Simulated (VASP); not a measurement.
Data:

```yaml
crystal:
  lattice:
    - [0.00000, 2.28912, 2.28912]
    - [2.28912, 0.00000, 2.28912]
    - [2.28912, 2.28912, 0.00000]
  atoms:
    - { symbol: Zr, position: [0.00000, 0.00000, 0.00000] }
    - { symbol: N, position: [0.50000, 0.50000, 0.50000] }
```

Level of theory: optB86b-vdW, VASP's PBE PAW potentials (set 64) (plane waves; VASP). Numerical set-up: 520 eV cut-off, Gaussian smearing of 0.050 eV, potentials Zr_sv N.

Give the energies of bands 6 to 11 at the high-symmetry points, in eV from the Fermi level.

```csv
band,Γ,X,U,L,W
6,-2.70,-4.58,-5.53,-7.69,-5.47
7,-2.70,-3.52,-4.76,-5.74,-4.77
8,-2.70,-3.19,-4.50,-5.74,-4.77
9,-0.45,-3.19,-0.74,2.99,0.99
10,-0.45,3.36,3.37,3.05,0.99
11,-0.45,4.49,3.63,3.05,4.50
```

It has no gap at this level: it comes out as a metal or semimetal.

The compound is ZrN in the rock salt structure. It was relaxed first. The electron count is odd and the run is not spin-polarised, which forces a metal.
